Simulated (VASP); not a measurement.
Output of a VASP run:

File OSZICAR:
```
...
DAV:   2    -0.191902106570E+03    0.71894E-03   -0.92940E-03  1479   0.730E-01    0.108E-01
DAV:   3    -0.191901782710E+03    0.32386E-03   -0.11972E-03  1589   0.270E-01    0.605E-02
DAV:   4    -0.191901775588E+03    0.71220E-05   -0.31640E-04  1319   0.119E-01    0.276E-02
DAV:   5    -0.191901781738E+03   -0.61496E-05   -0.88983E-05  1312   0.681E-02    0.892E-03
DAV:   6    -0.191901812405E+03   -0.30668E-04   -0.23553E-05  1249   0.277E-02    0.401E-03
DAV:   7    -0.191901812471E+03   -0.66178E-07   -0.18679E-06   873   0.827E-03
   6 F= -.19190181E+03 E0= -.19190181E+03  d E =-.297637E-01
       N       E                     dE             d eps       ncg     rms          rms(c)
DAV:   1    -0.191912832578E+03   -0.11020E-01   -0.28194E-01  1482   0.402E+00    0.611E-01
DAV:   2    -0.191904715038E+03    0.81175E-02   -0.24808E-02  1532   0.167E+00    0.281E-01
DAV:   3    -0.191902469183E+03    0.22459E-02   -0.57189E-03  1539   0.615E-01    0.132E-01
DAV:   4    -0.191901704567E+03    0.76462E-03   -0.21980E-03  1204   0.365E-01    0.331E-02
DAV:   5    -0.191902464991E+03   -0.76042E-03   -0.11211E-03  1180   0.226E-01    0.116E-02
DAV:   6    -0.191902654513E+03   -0.18952E-03   -0.11097E-04  1364   0.634E-02    0.746E-03
DAV:   7    -0.191902651906E+03    0.26069E-05   -0.91578E-06  1202   0.210E-02    0.210E-03
DAV:   8    -0.191902660222E+03   -0.83161E-05   -0.38562E-06   981   0.131E-02    0.118E-03
DAV:   9    -0.191902658790E+03    0.14328E-05   -0.10684E-06   794   0.784E-03    0.315E-04
DAV:  10    -0.191902662093E+03   -0.33030E-05   -0.69202E-07   704   0.596E-03    0.164E-04
DAV:  11    -0.191902661227E+03    0.86546E-06   -0.11584E-07   600   0.236E-03
   7 F= -.19190266E+03 E0= -.19190266E+03  d E =-.848756E-03
       N       E                     dE             d eps       ncg     rms          rms(c)
DAV:   1    -0.191903986617E+03   -0.13245E-02   -0.35146E-02  1482   0.141E+00    0.216E-01
DAV:   2    -0.191902968413E+03    0.10182E-02   -0.30927E-03  1540   0.593E-01    0.991E-02
DAV:   3    -0.191902681629E+03    0.28678E-03   -0.70860E-04  1526   0.216E-01    0.465E-02
DAV:   4    -0.191902588727E+03    0.92902E-04   -0.27799E-04  1204   0.129E-01    0.119E-02
DAV:   5    -0.191902681925E+03   -0.93198E-04   -0.14178E-04  1180   0.803E-02    0.406E-03
DAV:   6    -0.191902708749E+03   -0.26825E-04   -0.13906E-05  1310   0.226E-02    0.256E-03
DAV:   7    -0.191902707954E+03    0.79541E-06   -0.10643E-06   776   0.741E-03
   8 F= -.19190271E+03 E0= -.19190271E+03  d E =-.895482E-03
       N       E                     dE             d eps       ncg     rms          rms(c)
DAV:   1    -0.191904418907E+03   -0.17102E-02   -0.54756E-02  1467   0.163E+00    0.266E-01
DAV:   2    -0.191903172938E+03    0.12460E-02   -0.42469E-03  1474   0.629E-01    0.127E-01
DAV:   3    -0.191902812132E+03    0.36081E-03   -0.91294E-04  1461   0.204E-01    0.594E-02
DAV:   4    -0.191902731390E+03    0.80743E-04   -0.28376E-04  1290   0.101E-01    0.165E-02
DAV:   5    -0.191902769203E+03   -0.37813E-04   -0.19914E-04  1180   0.820E-02    0.445E-03
DAV:   6    -0.191902828176E+03   -0.58973E-04   -0.50526E-05  1185   0.417E-02    0.264E-03
DAV:   7    -0.191902830647E+03   -0.24716E-05   -0.25079E-06   972   0.946E-03    0.115E-03
DAV:   8    -0.191902829094E+03    0.15531E-05   -0.73741E-07   750   0.512E-03    0.519E-04
DAV:   9    -0.191902829759E+03   -0.66448E-06   -0.13551E-07   595   0.260E-03
   9 F= -.19190283E+03 E0= -.19190283E+03  d E =-.121805E-03
```

**OUTCAR**
```
------------------------ aborting loop because EDIFF is reached ----------------------------------------
  FORCE on cell =-STRESS in cart. coord.  units (eV):
  Direction    XX          YY          ZZ          XY          YZ          ZX
  --------------------------------------------------------------------------------------
  Total        0.0268748      0.0268748      0.0814998      0.0000000      0.0000000     -0.0000000
  in kB        0.2024303      0.2024303      0.6138835      0.0000000      0.0000000     -0.0000000
  external PRESSURE =       0.3395813 kB  Pullay stress =       0.0000000 kB
  volume of cell :      212.71
      direct lattice vectors                 reciprocal lattice vectors
    -4.060239520  4.060239520  3.225653635     0.000000000  0.123145444  0.155007343
     4.060239520 -4.060239520  3.225653635     0.123145444  0.000000000  0.155007343
     4.060239520  4.060239520 -3.225653635     0.123145444  0.123145444  0.000000000
 POSITION                                       TOTAL-FORCE (eV/Angst)
 -----------------------------------------------------------------------------------
      0.00000      0.00000      4.83848         0.000000      0.000000     -0.000000
      0.00000      0.00000      1.61283        -0.000000     -0.000000     -0.000000
      0.00000      4.06024      1.61283         0.000000     -0.000000     -0.000000
      4.06024      0.00000      1.61283         0.000000     -0.000000     -0.000000
      1.29305      2.76719      0.00000         0.008461     -0.008461     -0.000000
      2.76719      1.29305      3.22565        -0.008461      0.008461     -0.000000
      5.35329      1.29305      0.00000         0.008461      0.008461      0.000000
     -1.29305      2.76719      3.22565        -0.008461     -0.008461      0.000000
 -----------------------------------------------------------------------------------
    total drift:                               -0.000000      0.000000     -0.000000
  FREE ENERGIE OF THE ION-ELECTRON SYSTEM (eV)
  ---------------------------------------------------
  free  energy   TOTEN  =      -191.9028297587 eV

  energy  without entropy=     -191.9028297587  energy(sigma->0) =     -191.90282976

 reached required accuracy - stopping structural energy minimisation
```
(Selected blocks of OUTCAR.)

File POSCAR:
```
TlGaSe2
1
   -3.9769776756     3.9769776756     3.1880212104
    3.9769776756    -3.9769776756     3.1880212104
    3.9769776756     3.9769776756    -3.1880212104
Tl Ga Se
2 2 4
Direct
  0.7500000000   0.7500000000   0.0000000000
  0.2500000000   0.2500000000   0.0000000000
  0.7500000000   0.2500000000   0.5000000000
  0.2500000000   0.7500000000   0.5000000000
  0.3360111718   0.1639888282   0.5000000000
  0.6639888282   0.8360111718   0.5000000000
  0.1639888282   0.6639888282   0.8279776563
  0.8360111718   0.3360111718   0.1720223437
```

Problem. Reconstruct the remaining input files.

Solution. This is not unique; one that fits is the input of the run itself, r2SCAN meta-GGA, plane waves, VASP's PBE PAW potentials (set 64).

**INCAR**
```
SYSTEM = TlGaSe2
PREC = Accurate; ENCUT = 400; LREAL = .FALSE.
LASPH = .TRUE.
EDIFF = 1E-6; NELM = 100; ALGO = Normal
LMAXMIX = 4; LMIXTAU = .TRUE.
ISMEAR = 0; SIGMA = 0.05
METAGGA = R2SCAN
IBRION = 2; NSW = 60; ISIF = 3
EDIFFG = -0.02
LWAVE = .FALSE.; LCHARG = .FALSE.
```

File KPOINTS:
```
Automatic mesh
0
Gamma
4 4 4
0 0 0
```

POTCAR, in this order: Tl_d Ga_d Se (PBE.64 set). Program: vasp_std.

Energy and stress use the plane-wave basis of the starting cell.

The structure comes from a computed database's TlGaSe2 entry (I4/mcm); how it stands against other phases isn't given here. This run relaxes it. Symmetry was kept, so distortions that lower it aren't found. The start is the result of an earlier pass.
